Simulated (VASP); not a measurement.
These are PBE GGA, VASP's PBE PAW potentials (set 64) (plane waves; VASP) values and carry that method's errors.

VASP input:

**INCAR**
```
SYSTEM = Au
PREC = Accurate
ENCUT = 520
EDIFF = 1E-6
NELM = 100
ALGO = Normal
LREAL = .FALSE.
LASPH = .TRUE.
ISMEAR = 1
SIGMA = 0.1
GGA = PE
LMAXMIX = 6
LWAVE = .FALSE.
LCHARG = .FALSE.
IBRION = 2
ISIF = 3
NSW = 60
EDIFFG = -0.01
```

File POSCAR:
```
Au
1
   -0.0000000000     2.0772502327     2.0772502327
    2.0772502327     0.0000000000     2.0772502327
    2.0772502327     2.0772502327    -0.0000000000
Au
1
Direct
  0.0000000000   0.0000000000   0.0000000000
```

KPOINTS:
```
K-points
0
Gamma
 14 14 14
0 0 0
```

POTCAR, in this order: Au (PBE.64 set). Program: vasp_std.

Output

OSZICAR:
```
       N       E                     dE             d eps       ncg     rms          rms(c)
DAV:   1     0.434676074244E+02    0.43468E+02   -0.58503E+03  2048   0.109E+03
DAV:   2    -0.304939463024E+01   -0.46517E+02   -0.43660E+02  1953   0.197E+02
DAV:   3    -0.347991848865E+01   -0.43052E+00   -0.42956E+00  2190   0.198E+01
DAV:   4    -0.348117730544E+01   -0.12588E-02   -0.12588E-02  2101   0.116E+00
DAV:   5    -0.348118557331E+01   -0.82679E-05   -0.82687E-05  2222   0.947E-02    0.804E+00
DAV:   6    -0.323605979789E+01    0.24513E+00   -0.83264E-01  1911   0.884E+00    0.522E+00
DAV:   7    -0.321981655175E+01    0.16243E-01   -0.67885E-02  2025   0.250E+00    0.261E+00
DAV:   8    -0.321793760102E+01    0.18790E-02   -0.14044E-03  1989   0.391E-01    0.229E-01
DAV:   9    -0.321792492944E+01    0.12672E-04   -0.79471E-06  2089   0.313E-02    0.276E-02
DAV:  10    -0.321793110458E+01   -0.61751E-05   -0.32785E-06  2066   0.235E-02    0.399E-03
DAV:  11    -0.321793099387E+01    0.11071E-06   -0.52659E-08   958   0.228E-03
   1 F= -.32179310E+01 E0= -.32181409E+01  d E =-.321793E+01
```

### OUTCAR
```
------------------------ aborting loop because EDIFF is reached ----------------------------------------
  FORCE on cell =-STRESS in cart. coord.  units (eV):
  Direction    XX          YY          ZZ          XY          YZ          ZX
  --------------------------------------------------------------------------------------
  Total       -0.0040697     -0.0040697     -0.0040697      0.0000000     -0.0000000     -0.0000000
  in kB       -0.3637295     -0.3637295     -0.3637295      0.0000000     -0.0000000     -0.0000000
  external PRESSURE =      -0.3637295 kB  Pullay stress =       0.0000000 kB
  volume of cell :       17.93
      direct lattice vectors                 reciprocal lattice vectors
     0.000000000  2.077250233  2.077250233    -0.240702825  0.240702825  0.240702825
     2.077250233  0.000000000  2.077250233     0.240702825 -0.240702825  0.240702825
     2.077250233  2.077250233  0.000000000     0.240702825  0.240702825 -0.240702825
 POSITION                                       TOTAL-FORCE (eV/Angst)
 -----------------------------------------------------------------------------------
      0.00000      0.00000      0.00000         0.000000      0.000000      0.000000
 -----------------------------------------------------------------------------------
    total drift:                               -0.000000      0.000000      0.000000
  FREE ENERGIE OF THE ION-ELECTRON SYSTEM (eV)
  ---------------------------------------------------
  free  energy   TOTEN  =        -3.2179309939 eV

  energy  without entropy=       -3.2185608525  energy(sigma->0) =       -3.21814095

 reached required accuracy - stopping structural energy minimisation
```
(Selected blocks of OUTCAR.)

The compound is Au in the fcc structure. It was relaxed first, which changed the volume by +6 %. The start is the result of an earlier pass.
